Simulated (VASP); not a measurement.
Energy against volume of TiN (rock salt). Method: rev-vdW-DF2, VASP's PBE PAW potentials (set 64) (plane waves; VASP). Numerical set-up: 520 eV cut-off, 15×15×15 Γ-centred mesh, first-order Methfessel-Paxton smearing of 0.10 eV, potentials Ti_sv N.

```tsv
V (Å³/atom)	E (eV/atom)
8.899	-8.08691
9.183	-8.11299
9.467	-8.12119
9.751	-8.11411
```

### Question
Fit these four points and predict the energy of the run at 10.035 Å³/atom.

### Answer
A cubic in V^(−2/3), the third-order Birch-Murnaghan form, passes through the four points with V0 = 9.47 Å³/atom and B0 = 286 GPa, and gives -8.0940 eV/atom there. The run gave -8.0940 eV/atom, -0.0 meV/atom from the fit; all five points give B0 = 286 GPa.

The compound is TiN in the rock salt structure. It was relaxed first.
